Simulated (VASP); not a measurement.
Here is the system:

```
BaTiO3
1.0
    3.99371     0.00000     0.00000
    0.00000     3.99371     0.00000
    0.00000     0.00000     3.99371
Ba Ti O
1 1 3
Direct
  0.00000   0.00000   0.00000
  0.50000   0.50000   0.50000
  0.50000   0.00000   0.50000
  0.00000   0.50000   0.50000
  0.50000   0.50000   0.00000
```

Computed with vdW-DF-cx, VASP's PBE PAW potentials (set 64) (plane waves; VASP). Settings: 520 eV cut-off, Gaussian smearing of 0.050 eV, potentials Ba_sv Ti_sv O.

Unless said otherwise, spin-orbit coupling is left out, though it shifts the bands of the heavy elements here.

Q: Give the energies of bands 12 to 23 at the high-symmetry points, in eV from the valence-band maximum.

A: 
| band | Γ | X | M | R |
|---|---|---|---|---|
| 12 | -2.30 | -4.01 | -4.31 | -4.46 |
| 13 | -2.30 | -2.80 | -4.11 | -3.86 |
| 14 | -2.30 | -2.80 | -3.88 | -3.86 |
| 15 | -1.11 | -1.98 | -2.73 | -2.40 |
| 16 | -1.11 | -1.96 | -2.73 | -2.40 |
| 17 | -1.11 | -1.85 | -1.72 | -2.40 |
| 18 | -0.14 | -1.85 | -0.87 | 0.00 |
| 19 | -0.14 | -0.71 | -0.87 | 0.00 |
| 20 | -0.14 | -0.71 | -0.09 | 0.00 |
| 21 | 1.74 | 1.90 | 3.52 | 4.19 |
| 22 | 1.74 | 3.51 | 3.52 | 4.19 |
| 23 | 1.74 | 3.51 | 3.93 | 4.19 |

The gap is indirect, 1.74 eV, from the valence maximum at R to the conduction minimum at Γ.

Measured: gap 3.20 eV (computed value off by -1.46 eV), as given by Yu-ichiro Matsushita et al., Physical Review B (2011), arXiv:1104.2769.

The compound is BaTiO3 in the cubic perovskite structure, the ideal cubic form; the compound distorts at low or room temperature. It was relaxed first.
